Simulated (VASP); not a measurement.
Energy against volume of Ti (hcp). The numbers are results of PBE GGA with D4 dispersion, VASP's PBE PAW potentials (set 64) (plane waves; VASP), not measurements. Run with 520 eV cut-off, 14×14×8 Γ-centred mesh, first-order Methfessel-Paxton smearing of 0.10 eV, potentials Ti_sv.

Shape and ions are relaxed at each volume.

```
V (Å³/atom)  E (eV/atom)
-----------  -----------
16.555          -8.03468
17.067          -8.04053
17.579          -8.03531
18.091          -8.02046
```

Question: Fit these four points and predict the energy of the run at 16.043 Å³/atom.

Answer: A cubic in V^(−2/3), the third-order Birch-Murnaghan form, passes through the four points with V0 = 17.07 Å³/atom and B0 = 115 GPa, and gives -8.0161 eV/atom there. The run gave -8.0162 eV/atom, -0.1 meV/atom from the fit; all five points give B0 = 115 GPa.

The compound is Ti in the hcp structure. It was relaxed first.
